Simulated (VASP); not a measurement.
A convergence study with VASP on CsI (space group no. 221 when undisturbed): a few settings are varied, all else stays as given below, so the limit is that of these other settings. One atom is moved off its site, so that forces are finite.

```xyz
2
Lattice="4.5563 0.0000 0.0000 0.0000 4.5563 0.0000 0.0000 0.0000 4.5563" Properties=species:S:1:pos:R:3 pbc="T T T"
Cs     0.0000     0.0000     0.0500
I      2.2781     2.2781     2.2781
```

Computed with PBEsol GGA, VASP's PBE PAW potentials (set 64) (plane waves; VASP 6.6.1). The last row used: 300 eV cut-off, 16×16×16 Γ-centred mesh shifted by (0.5, 0.5, 0.5), Fermi-Dirac smearing of 0.010 eV, potentials Cs_sv I.

```json
[
 {"setting": "1×1×1 mesh", "E (eV/atom)": "(withheld)", "pressure (GPa)": "(withheld)", "largest force (eV/Å)": "(withheld)", "irreducible k-points": "1"},
 {"setting": "2×2×2 mesh", "E (eV/atom)": "-2.9834", "pressure (GPa)": "-1.09", "largest force (eV/Å)": "0.045", "irreducible k-points": "1"},
 {"setting": "3×3×3 mesh", "E (eV/atom)": "(withheld)", "pressure (GPa)": "(withheld)", "largest force (eV/Å)": "(withheld)", "irreducible k-points": "6"},
 {"setting": "4×4×4 mesh", "E (eV/atom)": "-2.8872", "pressure (GPa)": "-0.38", "largest force (eV/Å)": "0.034", "irreducible k-points": "6"},
 {"setting": "5×5×5 mesh", "E (eV/atom)": "-2.8860", "pressure (GPa)": "-0.37", "largest force (eV/Å)": "0.034", "irreducible k-points": "18"},
 {"setting": "6×6×6 mesh", "E (eV/atom)": "-2.8858", "pressure (GPa)": "-0.36", "largest force (eV/Å)": "0.034", "irreducible k-points": "18"},
 {"setting": "7×7×7 mesh", "E (eV/atom)": "-2.8858", "pressure (GPa)": "-0.36", "largest force (eV/Å)": "0.034", "irreducible k-points": "40"},
 {"setting": "8×8×8 mesh", "E (eV/atom)": "-2.8858", "pressure (GPa)": "-0.36", "largest force (eV/Å)": "0.034", "irreducible k-points": "40"},
 {"setting": "9×9×9 mesh", "E (eV/atom)": "-2.8858", "pressure (GPa)": "-0.36", "largest force (eV/Å)": "0.034", "irreducible k-points": "75"},
 {"setting": "10×10×10 mesh", "E (eV/atom)": "-2.8858", "pressure (GPa)": "-0.36", "largest force (eV/Å)": "0.034", "irreducible k-points": "75"},
 {"setting": "11×11×11 mesh", "E (eV/atom)": "-2.8858", "pressure (GPa)": "-0.36", "largest force (eV/Å)": "0.034", "irreducible k-points": "126"},
 {"setting": "12×12×12 mesh", "E (eV/atom)": "-2.8858", "pressure (GPa)": "-0.36", "largest force (eV/Å)": "0.034", "irreducible k-points": "126"},
 {"setting": "13×13×13 mesh", "E (eV/atom)": "-2.8858", "pressure (GPa)": "-0.36", "largest force (eV/Å)": "0.034", "irreducible k-points": "196"},
 {"setting": "14×14×14 mesh", "E (eV/atom)": "-2.8858", "pressure (GPa)": "-0.36", "largest force (eV/Å)": "0.034", "irreducible k-points": "196"},
 {"setting": "16×16×16 mesh", "E (eV/atom)": "-2.8858", "pressure (GPa)": "-0.36", "largest force (eV/Å)": "0.034", "irreducible k-points": "288"}
]
```

Complete the blanks.

- 3×3×3 mesh, E (eV/atom): -2.8959
- 3×3×3 mesh, pressure (GPa): -0.46
- 3×3×3 mesh, largest force (eV/Å): 0.035
- 1×1×1 mesh, E (eV/atom): -4.9847
- 1×1×1 mesh, pressure (GPa): -16.99
- 1×1×1 mesh, largest force (eV/Å): 0.126

Left out are rungs that failed or repeat a setting and relaxations that didn't move; long series are thinned to 24 rows.

The structure is a typed CsI crystal (space group no. 221). The cell was not relaxed at this level, it is distorted from the ideal structure.
